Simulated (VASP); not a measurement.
Here is the system:

```xyz
3
Lattice="4.5427 0.0000 0.0000 -2.2713 3.9341 0.0000 0.0000 0.0000 5.0206" Properties=species:S:1:pos:R:3 pbc="T T T"
Se     0.9898     0.0000     1.6735
Se    -0.4949     0.8572     3.3471
Se     1.7764     3.0769     0.0000
```

Level of theory: PBE GGA, VASP's PBE PAW potentials (set 64) (plane waves; VASP). Numerical set-up: 300 eV cut-off, 6×6×5 Γ-centred mesh, Gaussian smearing of 0.010 eV, potentials Se.

Task: Give the force on each atom (eV/Å).

Result: 
| atom | Fx | Fy | Fz |
|---|---|---|---|
| Se1 | 0.061 | 0.000 | 0.000 |
| Se2 | -0.030 | 0.053 | 0.000 |
| Se3 | -0.030 | -0.053 | 0.000 |

Task: Give the stress tensor in GPa (positive for a compressed cell).

Result: 
```
0.19  0.00  0.00
0.00  0.19  0.00
0.00  0.00  0.50
```
The pressure is its mean diagonal, 0.29 GPa.

The structure comes from a computed database's Se entry; how it stands against other phases isn't given here. The cell was not relaxed at this level.
